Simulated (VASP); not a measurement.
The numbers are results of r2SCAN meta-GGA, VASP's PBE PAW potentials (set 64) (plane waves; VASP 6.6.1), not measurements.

Input for VASP

POSCAR:
```
PtS2
1
    3.4519104464    -0.0000000000    -0.0000000000
   -1.7259552232     2.9894415720     0.0000000000
    0.0000000000     0.0000000000    15.6631185768
Pt S
1 2
Direct
  0.6666670000   0.3333330000   0.5000000000
  0.3333330000   0.6666670000   0.4109376995
  0.3333330000   0.6666670000   0.5890623005
```

### INCAR
```
LMIXTAU = T
LCHARG = F
ALGO = Normal
LEFG = T
METAGGA = R2SCAN
SYSTEM = PtS2
LREAL = F
ENCUT = 400
PREC = Accurate
NELM = 100   ! most electronic steps
LWAVE = F
ISMEAR = -5   ! tetrahedra, Bloechl
ISIF = 2
EDIFF = 1E-7   ! SCF stop (eV)
LMAXMIX = 6   ! l cut-off of mixed one-centre charges
NEDOS = 601   ! DOS grid
LASPH = T
LORBIT = 11   ! lm-projected
```

File KPOINTS_OPT:
```
k-points along high-symmetry lines
20
Line-mode
Reciprocal
  0.000000   0.000000   0.000000 ! GAMMA
  0.500000   0.000000   0.000000 ! M

  0.500000   0.000000   0.000000 ! M
  0.333333   0.333333   0.000000 ! K

  0.333333   0.333333   0.000000 ! K
  0.000000   0.000000   0.000000 ! GAMMA
```

File KPOINTS:
```
Automatic mesh
0
gamma
11 11 1
```

POTCAR, in this order: Pt S (PBE.64 set). Program: vasp_std.

The resulting files:

File OSZICAR:
```
       N       E                     dE             d eps       ncg     rms          rms(c)
DAV:   1     0.861263076194E+02    0.86126E+02   -0.76375E+03   480   0.944E+02
DAV:   2    -0.615981966914E+02   -0.14772E+03   -0.14395E+03   694   0.196E+02
DAV:   3    -0.734809764795E+02   -0.11883E+02   -0.11734E+02   592   0.677E+01
DAV:   4    -0.737180860457E+02   -0.23711E+00   -0.23640E+00   649   0.108E+01
DAV:   5    -0.737237638732E+02   -0.56778E-02   -0.56944E-02   693   0.161E+00    0.192E+01
DAV:   6    -0.711277241710E+02    0.25960E+01   -0.10465E+01   557   0.305E+01    0.150E+01
DAV:   7    -0.694055755085E+02    0.17221E+01   -0.29636E+00   536   0.188E+01    0.606E+00
DAV:   8    -0.678202743058E+02    0.15853E+01   -0.38612E-01   557   0.540E+00    0.158E+00
DAV:   9    -0.676872601775E+02    0.13301E+00   -0.78772E-02   522   0.245E+00    0.576E-01
DAV:  10    -0.673889209992E+02    0.29834E+00   -0.31041E-02   501   0.197E+00    0.350E-01
DAV:  11    -0.668845798800E+02    0.50434E+00   -0.52532E-02   494   0.203E+00    0.180E-01
DAV:  12    -0.669107560065E+02   -0.26176E-01   -0.43518E-02   599   0.214E+00    0.142E-01
DAV:  13    -0.668955734456E+02    0.15183E-01   -0.20161E-03   627   0.473E-01    0.955E-02
DAV:  14    -0.668749398918E+02    0.20634E-01   -0.64805E-02   487   0.239E+00    0.140E-01
DAV:  15    -0.668692759780E+02    0.56639E-02   -0.37176E-03   620   0.567E-01    0.134E-01
DAV:  16    -0.668689918830E+02    0.28409E-03   -0.51497E-05   638   0.637E-02    0.131E-01
DAV:  17    -0.668510104604E+02    0.17981E-01   -0.15261E-03   529   0.364E-01    0.157E-01
DAV:  18    -0.668516508002E+02   -0.64034E-03   -0.71757E-05   571   0.833E-02    0.152E-01
DAV:  19    -0.668484651028E+02    0.31857E-02   -0.50709E-04   571   0.220E-01    0.247E-01
DAV:  20    -0.668805056240E+02   -0.32041E-01   -0.55138E-03   606   0.551E-01    0.165E-01
DAV:  21    -0.668515455735E+02    0.28960E-01   -0.30332E-02   529   0.139E+00    0.176E-01
DAV:  22    -0.668495403764E+02    0.20052E-02   -0.50421E-03   529   0.566E-01    0.215E-01
DAV:  23    -0.668492228654E+02    0.31751E-03   -0.30248E-04   522   0.156E-01    0.208E-01
DAV:  24    -0.668496122213E+02   -0.38936E-03   -0.53651E-04   543   0.204E-01    0.300E-01
DAV:  25    -0.668478043065E+02    0.18079E-02   -0.12690E-03   536   0.301E-01    0.298E-01
DAV:  26    -0.668493203214E+02   -0.15160E-02   -0.72716E-04   501   0.257E-01    0.239E-01
DAV:  27    -0.668484760448E+02    0.84428E-03   -0.25464E-03   557   0.441E-01    0.126E-01
DAV:  28    -0.668485080275E+02   -0.31983E-04   -0.14402E-04   641   0.948E-02    0.463E-02
DAV:  29    -0.668499036158E+02   -0.13956E-02   -0.35853E-04   480   0.153E-01    0.332E-02
DAV:  30    -0.668498330673E+02    0.70548E-04   -0.19515E-05   578   0.364E-02    0.225E-02
DAV:  31    -0.668501980147E+02   -0.36495E-03   -0.88173E-05   515   0.710E-02    0.110E-02
DAV:  32    -0.668502396928E+02   -0.41678E-04   -0.31379E-05   634   0.390E-02    0.110E-02
DAV:  33    -0.668501529588E+02    0.86734E-04   -0.12326E-04   515   0.100E-01    0.924E-03
DAV:  34    -0.668496365117E+02    0.51645E-03   -0.37221E-04   480   0.205E-01    0.490E-03
DAV:  35    -0.668496959184E+02   -0.59407E-04   -0.54428E-05   564   0.947E-02    0.463E-03
DAV:  36    -0.668502676250E+02   -0.57171E-03   -0.31085E-04   501   0.154E-01    0.263E-03
DAV:  37    -0.668502911023E+02   -0.23477E-04   -0.15287E-05   606   0.291E-02    0.344E-03
DAV:  38    -0.668502891913E+02    0.19111E-05   -0.17943E-06   599   0.127E-02    0.296E-03
DAV:  39    -0.668502921470E+02   -0.29557E-05   -0.66477E-07   508   0.765E-03    0.385E-03
DAV:  40    -0.668502404198E+02    0.51727E-04   -0.13717E-05   557   0.366E-02    0.282E-03
DAV:  41    -0.668502590682E+02   -0.18648E-04   -0.28178E-06   487   0.203E-02    0.268E-03
DAV:  42    -0.668502602120E+02   -0.11438E-05   -0.38442E-07   516   0.773E-03    0.147E-03
DAV:  43    -0.668502915601E+02   -0.31348E-04   -0.54502E-06   515   0.231E-02    0.521E-04
DAV:  44    -0.668502922109E+02   -0.65074E-06   -0.29467E-07   492   0.516E-03    0.353E-04
DAV:  45    -0.668502922091E+02    0.17972E-08   -0.46311E-08   373   0.254E-03
   1 F= -.66850292E+02 E0= -.66850292E+02  d E =0.000000E+00
       N       E                     dE             ncg
       N       E                     dE             ncg
       N       E                     dE             ncg
       N       E                     dE             ncg
```

### OUTCAR
```
------------------------ aborting loop because EDIFF is reached ----------------------------------------
  FORCE on cell =-STRESS in cart. coord.  units (eV):
  Direction    XX          YY          ZZ          XY          YZ          ZX
  --------------------------------------------------------------------------------------
  Total       -0.1103079     -0.1103079      0.0218268      0.0000000      0.0000000     -0.0000000
  in kB       -1.0934260     -1.0934256      0.2163582      0.0000000      0.0000000     -0.0000000
  external PRESSURE =      -0.6568312 kB  Pullay stress =       0.0000000 kB
  volume of cell :      161.63
      direct lattice vectors                 reciprocal lattice vectors
     3.451910446  0.000000000  0.000000000     0.289694653  0.167255318  0.000000000
    -1.725955223  2.989441572  0.000000000     0.000000000  0.334510635  0.000000000
     0.000000000  0.000000000 15.663118577     0.000000000  0.000000000  0.063844246
 POSITION                                       TOTAL-FORCE (eV/Angst)
 -----------------------------------------------------------------------------------
      1.72596      0.99648      7.83156         0.000000     -0.000000      0.000000
     -0.00000      1.99296      6.43657        -0.000000      0.000000     -0.016670
     -0.00000      1.99296      9.22655         0.000000      0.000000      0.016670
 -----------------------------------------------------------------------------------
    total drift:                                0.001297     -0.000744      0.000000
  FREE ENERGIE OF THE ION-ELECTRON SYSTEM (eV)
  ---------------------------------------------------
  free  energy   TOTEN  =       -66.8502922091 eV

  energy  without entropy=      -66.8502922091  energy(sigma->0) =      -66.85029221

 total charge

# of ion       s       p       d       tot
------------------------------------------
    1        0.636   0.691   8.013   9.339
    2        1.367   2.218   0.000   3.585
    3        1.367   2.218   0.000   3.585
--------------------------------------------------
tot          3.370   5.126   8.013  16.510

 Electric field gradients after diagonalization (V/A^2)
 (convention: |V_zz| > |V_xx| > |V_yy|)
----------------------------------------------------------------------
 ion       V_xx      V_yy      V_zz     asymmetry (V_yy - V_xx)/ V_zz
----------------------------------------------------------------------
   1    -143.698  -143.696   287.394       0.000
   2      14.392    14.390   -28.782       0.000
   3      14.392    14.390   -28.782       0.000
```
(Selected blocks of OUTCAR.)

The cell holds a wide vacuum, so values per volume refer to the whole cell. For a metal the tetrahedron method with Blöchl corrections gives inexact stress and forces.

The cell is a sheet with vacuum, built from a generated structure.
